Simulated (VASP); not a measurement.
Output of a VASP run:

### OSZICAR
```
       N       E                     dE             d eps       ncg     rms          rms(c)
DAV:   1     0.119736689001E+03    0.11974E+03   -0.11283E+04  1744   0.186E+03
DAV:   2    -0.169030825426E+01   -0.12143E+03   -0.11784E+03  1799   0.326E+02
DAV:   3    -0.517127604762E+01   -0.34810E+01   -0.34313E+01  2002   0.643E+01
DAV:   4    -0.519422204267E+01   -0.22946E-01   -0.22945E-01  2016   0.471E+00
DAV:   5    -0.519449172979E+01   -0.26969E-03   -0.26969E-03  2002   0.500E-01    0.849E+00
DAV:   6    -0.476912146594E+01    0.42537E+00   -0.14646E+00  1743   0.144E+01    0.538E+00
DAV:   7    -0.474319935389E+01    0.25922E-01   -0.36016E-02  2196   0.429E+00    0.286E+00
DAV:   8    -0.473495606444E+01    0.82433E-02   -0.10034E-02  1906   0.119E+00    0.144E-01
DAV:   9    -0.473497861449E+01   -0.22550E-04   -0.36928E-04  1963   0.252E-01    0.741E-02
DAV:  10    -0.473499070632E+01   -0.12092E-04   -0.43138E-05  2156   0.118E-01    0.177E-02
DAV:  11    -0.473499090488E+01   -0.19857E-06   -0.10349E-05  1855   0.803E-02    0.375E-03
DAV:  12    -0.473499084901E+01    0.55878E-07   -0.21026E-07   987   0.120E-02
   1 F= -.47349908E+01 E0= -.47348656E+01  d E =-.473499E+01
       N       E                     dE             d eps       ncg     rms          rms(c)
DAV:   1    -0.582571315836E+01   -0.10907E+01   -0.16725E+01  1680   0.785E+01    0.719E+00
DAV:   2    -0.482994246608E+01    0.99577E+00   -0.30892E+00  1869   0.308E+01    0.276E+00
DAV:   3    -0.476364069710E+01    0.66302E-01   -0.12431E-01  1945   0.458E+00    0.187E+00
DAV:   4    -0.474165662194E+01    0.21984E-01   -0.21942E-02  2377   0.289E+00    0.229E-01
DAV:   5    -0.474060221897E+01    0.10544E-02   -0.41107E-03  1736   0.815E-01    0.557E-02
DAV:   6    -0.474062003962E+01   -0.17821E-04   -0.28323E-04  1785   0.165E-01    0.272E-02
DAV:   7    -0.474062169958E+01   -0.16600E-05   -0.56934E-05  2253   0.109E-01    0.449E-03
DAV:   8    -0.474062184987E+01   -0.15029E-06   -0.28729E-06  1433   0.195E-02
   2 F= -.47406218E+01 E0= -.47404379E+01  d E =-.563100E-02
       N       E                     dE             d eps       ncg     rms          rms(c)
DAV:   1    -0.497490317192E+01   -0.23428E+00   -0.32843E+00  1708   0.318E+01    0.316E+00
DAV:   2    -0.476463407203E+01    0.21027E+00   -0.74869E-01  1918   0.205E+01    0.101E+00
DAV:   3    -0.475368321310E+01    0.10951E-01   -0.28091E-02  1694   0.199E+00    0.680E-01
DAV:   4    -0.475030880353E+01    0.33744E-02   -0.17691E-03  2497   0.138E+00    0.298E-01
DAV:   5    -0.474928421702E+01    0.10246E-02   -0.78008E-04  2221   0.451E-01    0.294E-02
DAV:   6    -0.474928461919E+01   -0.40217E-06   -0.10325E-04  1771   0.135E-01    0.113E-02
DAV:   7    -0.474928512916E+01   -0.50997E-06   -0.23693E-06  1505   0.577E-02
   3 F= -.47492851E+01 E0= -.47491812E+01  d E =-.142943E-01
```

**OUTCAR**
```
------------------------ aborting loop because EDIFF is reached ----------------------------------------
  FORCE on cell =-STRESS in cart. coord.  units (eV):
  Direction    XX          YY          ZZ          XY          YZ          ZX
  --------------------------------------------------------------------------------------
  Total        0.0192914      0.0192914      0.0192914     -0.0000000      0.0000000     -0.0000000
  in kB        0.9558352      0.9558352      0.9558352     -0.0000000      0.0000000     -0.0000000
  external PRESSURE =       0.9558352 kB  Pullay stress =       0.0000000 kB
  volume of cell :       32.34
      direct lattice vectors                 reciprocal lattice vectors
     3.185886894 -0.000000000 -0.000000000     0.313884338 -0.000000000  0.000000000
     0.000000000  3.185886894  0.000000000     0.000000000  0.313884338 -0.000000000
    -0.000000000  0.000000000  3.185886894     0.000000000 -0.000000000  0.313884338
 POSITION                                       TOTAL-FORCE (eV/Angst)
 -----------------------------------------------------------------------------------
      1.59294      1.59294      1.59294         0.000000      0.000000      0.000000
      0.00000      0.00000      0.00000        -0.000000     -0.000000      0.000000
 -----------------------------------------------------------------------------------
    total drift:                                0.000000      0.000000     -0.000000
  FREE ENERGIE OF THE ION-ELECTRON SYSTEM (eV)
  ---------------------------------------------------
  free  energy   TOTEN  =        -4.7492851292 eV

  energy  without entropy=       -4.7489734315  energy(sigma->0) =       -4.74918123

 reached required accuracy - stopping structural energy minimisation
```
(Selected blocks of OUTCAR.)

POSCAR:
```
AuZn
1
    3.1500000000     0.0000000000     0.0000000000
    0.0000000000     3.1500000000     0.0000000000
    0.0000000000     0.0000000000     3.1500000000
Zn Au
1 1
Direct
  0.5000000000   0.5000000000   0.5000000000
  0.0000000000   0.0000000000   0.0000000000
```

Write an INCAR and KPOINTS that could have produced this output.

This is not unique; one that fits is the input of the run itself, PBE GGA, plane waves, VASP's PBE PAW potentials (set 64).

KPOINTS:
```
Automatic mesh
0
Gamma
10 10 10
0 0 0
```

### INCAR
```
SYSTEM = AuZn
PREC = Accurate
ENCUT = 480
EDIFF = 1E-6
NELM = 100
ALGO = Normal
LREAL = .FALSE.
LASPH = .TRUE.
ISMEAR = 1
SIGMA = 0.1
GGA = PE
LMAXMIX = 6
LWAVE = .FALSE.
LCHARG = .FALSE.
IBRION = 2
ISIF = 3
NSW = 60
EDIFFG = -0.01
```

POTCAR, in this order: Zn Au (PBE.64 set). Program: vasp_std.

Energy and stress use the plane-wave basis of the starting cell.

The compound is AuZn in the CsCl type structure. This run relaxes it. Symmetry was kept, so distortions that lower it aren't found. The electron count is odd and the run is not spin-polarised, which forces a metal.
